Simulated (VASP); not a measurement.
```
Tl
1.0
    1.80513    -3.12658     0.00000
    1.80513     3.12658     0.00000
    0.00000     0.00000     5.66700
Tl
2
Cartesian
  1.80513   1.04219   1.41675
  1.80513  -1.04219   4.25025
```

These are r2SCAN meta-GGA, VASP's PBE PAW potentials (set 64) (plane waves; VASP) values and carry that method's errors. Settings: 520 eV cut-off, 12×12×7 Γ-centred mesh, first-order Methfessel-Paxton smearing of 0.10 eV, potentials Tl_d.

### Question
The ions and cell shape at fixed volume are relaxed. What does this cell relax into?

### Answer

```
Tl
1.0
    1.83071    -3.17088     0.00000
    1.83071     3.17088     0.00000
    0.00000     0.00000     5.50976
Tl
2
Direct
  0.33333   0.66667   0.25000
  0.66667   0.33333   0.75000
```
Space group P6_3/mmc (194), at a tolerance of 0.03 Å.

### Question
How much energy does the relaxation gain?

### Answer
The energy (σ→0) changes by -4.1 meV/atom, in 4 ionic steps.

The compound is Tl in the hcp structure. This cell is one point of a volume scan, at 1.06 of the reference volume. Symmetry was kept, so distortions that lower it aren't found.
